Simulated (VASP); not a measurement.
An input for Ansatz (written as the equivalent of a VASP run, and not itself run):

Ansatz 0.2 input:
```yaml
crystal:
  lattice:
    - [0.0000000, 2.1360671, 2.1360671]
    - [2.1360671, 0.0000000, 2.1360671]
    - [2.1360671, 2.1360671, 0.0000000]
  atoms:
    - { symbol: Be, position: [0.2500000, 0.2500000, 0.2500000] }
    - { symbol: Be, position: [0.7500000, 0.7500000, 0.7500000] }
    - { symbol: C, position: [0.0000000, 0.0000000, 0.0000000] }
kpoints:
  mp_grid: { grid: [8, 8, 8] }
hamiltonian:
  xc: lda
  pseudopotentials: { kind: paw }
scf:
  occupations: { method: gaussian, width: 0.05 }
  max_iter: 100
relax:
  max_steps: 60
  f_tol: 0.02
  cell: {}
output: { forces: true, stress: true, eigenvalues: true }
```

Question: Write the VASP files for the same calculation (LDA).

Answer: This is not unique; one that fits is 
POSCAR:
```
Be2C
1
    0.0000000000     2.1360671426     2.1360671426
    2.1360671426     0.0000000000     2.1360671426
    2.1360671426     2.1360671426     0.0000000000
Be C
2 1
Direct
  0.2500000000   0.2500000000   0.2500000000
  0.7500000000   0.7500000000   0.7500000000
  0.0000000000   0.0000000000   0.0000000000
```

File KPOINTS:
```
K-points
0
G
 8 8 8
```

### INCAR
```
! general
SYSTEM = Be2C
PREC   = Accurate
ENCUT  = 520   ! plane-wave cut-off (eV)
LREAL  = .False.   ! projection in real space or not
LASPH  = .True.

! electronic loop
EDIFF  = 1E-6   ! SCF stop (eV)
NELM   = 100   ! most electronic steps
ALGO   = Normal

! smearing
ISMEAR = 0
SIGMA  = 0.05

! ions
IBRION = 2   ! conjugate gradients
NSW    = 60   ! most ionic steps
ISIF   = 3   ! ions, shape and volume
EDIFFG = -0.02   ! ionic stop

! output
LWAVE  = .False.
LCHARG = .False.
```

POTCAR, in this order: Be C (LDA.64 set). Program: vasp_std.

The two are equivalent in intent, not identical: each code has its own PAW files, so the cut-off isn't converted (ENCUT is set for VASP's; basis.ecutwfc is left out, and Ansatz then takes the one that its files recommend); Ansatz stops its SCF on the density residual and VASP on the energy change (EDIFF); Ansatz's lda is the Perdew-Wang form, while the LDA potentials of VASP carry Perdew-Zunger's.

The compound is Be2C in the antifluorite structure. It was relaxed first. The start is the result of an earlier pass.
